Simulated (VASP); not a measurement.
Method: PBE GGA, VASP's PBE PAW potentials (set 64) (plane waves; VASP).

VASP ran on this input.

POSCAR:
```
SnO
1
    3.8639011020     0.0000000000     0.0000000000
    0.0000000000     3.8639011020    -0.0000000000
    0.0000000000     0.0000000000     5.0468068804
Sn O
2 2
Direct
  0.5000000000   0.0000000000   0.7689971290
  0.0000000000   0.5000000000   0.2310028710
  0.5000000000   0.5000000000   1.0000000000
  0.0000000000   0.0000000000   1.0000000000
```

KPOINTS:
```
Automatic mesh
0
gamma
 5 5 4
```

### INCAR
```
! general
SYSTEM  = SnO
PREC    = Accurate
ENCUT   = 580   ! plane-wave cut-off (eV)
LREAL   = .FALSE.   ! projection in real space or not
LASPH   = .TRUE.   ! aspherical one-centre terms

! electronic loop
EDIFF   = 1E-6
NELM    = 100   ! most electronic steps
ALGO    = Normal   ! blocked Davidson
LMAXMIX = 4   ! l cut-off of mixed one-centre charges

! smearing
ISMEAR  = 0
SIGMA   = 0.05   ! width (eV)

! functional
GGA     = PE   ! PBE

! ions
IBRION  = 2   ! conjugate gradients
NSW     = 60   ! most ionic steps
ISIF    = 3   ! ions, shape and volume
EDIFFG  = -0.02   ! ionic stop

! output
LWAVE   = .FALSE.
LCHARG  = .FALSE.
```

POTCAR, in this order: Sn_d O (PBE.64 set). Program: vasp_std.

The run wrote:

### OSZICAR
```
       N       E                     dE             d eps       ncg     rms          rms(c)
DAV:   1     0.407023079446E+03    0.40702E+03   -0.21856E+04   872   0.266E+03
DAV:   2     0.332552216983E+02   -0.37377E+03   -0.36830E+03   936   0.590E+02
DAV:   3    -0.240282032026E+02   -0.57283E+02   -0.55866E+02  1016   0.197E+02
DAV:   4    -0.264826964734E+02   -0.24545E+01   -0.24502E+01  1000   0.445E+01
DAV:   5    -0.265477070468E+02   -0.65011E-01   -0.64983E-01  1144   0.745E+00    0.117E+01
DAV:   6    -0.227736684036E+02    0.37740E+01   -0.26916E+01  1440   0.534E+01    0.488E+00
DAV:   7    -0.227464428139E+02    0.27226E-01   -0.25166E+00   992   0.102E+01    0.260E+00
DAV:   8    -0.227529642366E+02   -0.65214E-02   -0.67077E-01  1256   0.579E+00    0.112E+00
DAV:   9    -0.227266599209E+02    0.26304E-01   -0.20905E-01  1320   0.410E+00    0.276E-01
DAV:  10    -0.227296078798E+02   -0.29480E-02   -0.25398E-02  1240   0.133E+00    0.250E-01
DAV:  11    -0.227281635638E+02    0.14443E-02   -0.93258E-03  1320   0.857E-01    0.287E-02
DAV:  12    -0.227282761968E+02   -0.11263E-03   -0.95898E-04  1000   0.192E-01    0.496E-02
DAV:  13    -0.227282599018E+02    0.16295E-04   -0.18176E-04  1312   0.147E-01    0.706E-03
DAV:  14    -0.227282603210E+02   -0.41922E-06   -0.15130E-05  1216   0.401E-02    0.465E-03
DAV:  15    -0.227282605740E+02   -0.25302E-06   -0.11521E-06   680   0.126E-02
   1 F= -.22728261E+02 E0= -.22728261E+02  d E =-.227283E+02
       N       E                     dE             d eps       ncg     rms          rms(c)
DAV:   1    -0.227285233324E+02   -0.26301E-03   -0.32748E-02  1000   0.131E+00    0.961E-02
DAV:   2    -0.227284501091E+02    0.73223E-04   -0.10482E-03  1328   0.361E-01    0.561E-02
DAV:   3    -0.227283749541E+02    0.75155E-04   -0.12712E-04  1248   0.162E-01    0.124E-02
DAV:   4    -0.227283750097E+02   -0.55641E-07   -0.35678E-05  1144   0.543E-02    0.418E-03
DAV:   5    -0.227283743411E+02    0.66866E-06   -0.18562E-06   720   0.207E-02
   2 F= -.22728374E+02 E0= -.22728374E+02  d E =-.113767E-03
```

### OUTCAR
```
------------------------ aborting loop because EDIFF is reached ----------------------------------------
  FORCE on cell =-STRESS in cart. coord.  units (eV):
  Direction    XX          YY          ZZ          XY          YZ          ZX
  --------------------------------------------------------------------------------------
  Total        0.0417916      0.0417916      0.0051249      0.0000000      0.0000000      0.0000000
  in kB        0.8884243      0.8884243      0.1089475      0.0000000      0.0000000      0.0000000
  external PRESSURE =       0.6285987 kB  Pullay stress =       0.0000000 kB
  volume of cell :       75.37
      direct lattice vectors                 reciprocal lattice vectors
     3.865767116  0.000000000  0.000000000     0.258680870  0.000000000  0.000000000
     0.000000000  3.865767116  0.000000000     0.000000000  0.258680870  0.000000000
     0.000000000  0.000000000  5.043213946     0.000000000  0.000000000  0.198286254
 POSITION                                       TOTAL-FORCE (eV/Angst)
 -----------------------------------------------------------------------------------
      1.93288      0.00000      3.87980         0.000000      0.000000      0.002199
      0.00000      1.93288      1.16341         0.000000      0.000000     -0.002199
      1.93288      1.93288      0.00000         0.000000      0.000000      0.000000
      0.00000      0.00000      0.00000         0.000000     -0.000000      0.000000
 -----------------------------------------------------------------------------------
    total drift:                                0.000000      0.000000     -0.000000
  FREE ENERGIE OF THE ION-ELECTRON SYSTEM (eV)
  ---------------------------------------------------
  free  energy   TOTEN  =       -22.7283743411 eV

  energy  without entropy=      -22.7283743411  energy(sigma->0) =      -22.72837434

 reached required accuracy - stopping structural energy minimisation
```
(Selected blocks of OUTCAR.)

**CONTCAR**
```
SnO
   1.00000000000000
     3.8657671155122491    0.0000000000000000    0.0000000000000000
     0.0000000000000000    3.8657671155122491    0.0000000000000000
     0.0000000000000000    0.0000000000000000    5.0432139459011571
  Sn              O
     2     2
Direct
     0.5000000000000000    0.0000000000000000    0.7693108215357511
     0.0000000000000000    0.5000000000000000    0.2306891784642488
     0.5000000000000000    0.5000000000000000    0.0000000000000000
     0.0000000000000000    0.0000000000000000    0.0000000000000000
```

Without a dispersion term in the relaxation, distances and binding between the weakly bound layers, chains or molecules are unreliable, and so is what depends on them.

The compound is SnO in the litharge structure. This run relaxes it. Symmetry was kept, so distortions that lower it aren't found. The start is the result of an earlier pass.
